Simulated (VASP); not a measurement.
Sc:

```
Sc
1.0
     3.27000    0.00000    0.00000
    -1.63500    2.83190    0.00000
     0.00000    0.00000    5.09000
Sc
2
Cartesian
  0.0000 1.8879 1.2725
  1.6350 0.9440 3.8175
```

The cell was built by a generator and needn't be a form met in nature.

```yaml
Program: VASP 6.6.1
Task: relaxation of cell and atoms
Functional: r2SCAN
Dispersion: rVV10
Potentials_or_basis: VASP PAW PBE potentials, release 64 (Sc_sv)
Cutoff: 600 eV
k_mesh: 14 × 14 × 8
Occupations: methfessel-paxton, width 0.1 eV
Spin: no spin polarisation
```

At the start: pressure 3.0 GPa; volume 23.57 Å³/atom.

Question: Where does the relaxation end?

Answer: Over 7 steps the energy falls by 10.7 meV/atom and the volume is 24.75 Å³/atom (+5.0 %); space group P6_3/mmc (No. 194, to 0.05 Å).

The path:
```tsv
step	energy change (eV)	largest force (eV/Å)	pressure (GPa)	volume (Å³)
1	0.0000	0.0000	2.97	47.14
2	-0.0198	0.0000	-0.74	50.18
3	-0.0213	0.0000	0.04	49.50
4	-0.0213	0.0000	-0.03	49.55
5	-0.0214	0.0000	-0.05	49.56
6	-0.0214	0.0000	-0.05	49.57
7	-0.0214	0.0000	0.02	49.51
```

Final structure:
```
Sc
1.0
     3.32162    0.00000    0.00000
    -1.66081    2.87661    0.00000
     0.00000    0.00000    5.18120
Sc
2
Cartesian
  0.0000 1.9177 1.2953
  1.6608 0.9589 3.8859
```

Caveat: the PAW data sets were made with another functional, which shifts forces and pressure a little.
